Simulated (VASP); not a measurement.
A cell of Ge (diamond) near equilibrium:

```
CELL_PARAMETERS angstrom
      0.00000     2.83247     2.83247
      2.83247     0.00000     2.83247
      2.83247     2.83247     0.00000
ATOMIC_POSITIONS crystal
  Ge 0.00000 0.00000 0.00000
  Ge 0.25000 0.25000 0.25000
```

All values below come from r2SCAN meta-GGA, VASP's PBE PAW potentials (set 64) (plane waves; VASP).

```csv
run,ΔE (meV/atom),σxx,σyy,σzz,"largest shear component, with its sign (GPa)",largest force (eV/Å),gap (eV)
as it is,0.0,0.21,0.21,0.21,0.00,0.000,0.37
after one change,3.9,2.10,1.25,2.10,0.00,0.000,0.47
```
Stress is in GPa, positive when the cell is compressed; gaps are those on the k-mesh, and 0.00 means metallic.

Task: Which change was made?
A. atom 2 (Ge) moved by -0.200 Å along y
B. biaxial strain of -1.0 % in the xz plane
C. shear strain γ_xz = +3.0 %
D. uniaxial strain of +4.0 % along x

Result: B, biaxial strain of -1.0 % in the xz plane

The compound is Ge in the diamond structure.
